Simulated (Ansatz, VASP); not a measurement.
# One calculation of ZrMoS3, two programs

```
CELL_PARAMETERS angstrom
4.62787 0.00000 0.00000
0.00000 4.62787 0.00000
0.00000 0.00000 4.62787
ATOMIC_POSITIONS crystal
Zr 0.00000 0.00000 0.00000
Mo 0.50000 0.50000 0.50000
S 0.00000 0.50000 0.50000
S 0.50000 0.00000 0.50000
S 0.50000 0.50000 0.00000
```

Alike in both runs: functional PBE; k mesh 8 × 8 × 8; occupations gaussian, width 0.1 eV; no spin polarisation.

Ansatz relaxed the structure, and its values are those at the end. VASP's run is a single point on that final structure, the one shown.

```csv
,VASP,Ansatz
version,VASP 6.6.1,Ansatz 0.2.0
potentials or method,"VASP PAW PBE potentials, release 64 (Zr_sv, Mo_sv, S)","scalar-relativistic, plane waves, PAW"
plane-wave cutoff (eV),520,420
valence electrons in the cell,44,44
```

```tsv
	VASP	Ansatz	Ansatz less VASP
gap on the k mesh at the Fermi level (eV)	none	none	-
pressure (GPa)	-0.1	0.0	+0.05
```

A gap of «none» marks a metal or a gap that the smearing closes. With one functional, cell and mesh, what is left measures potentials, basis and numerics.
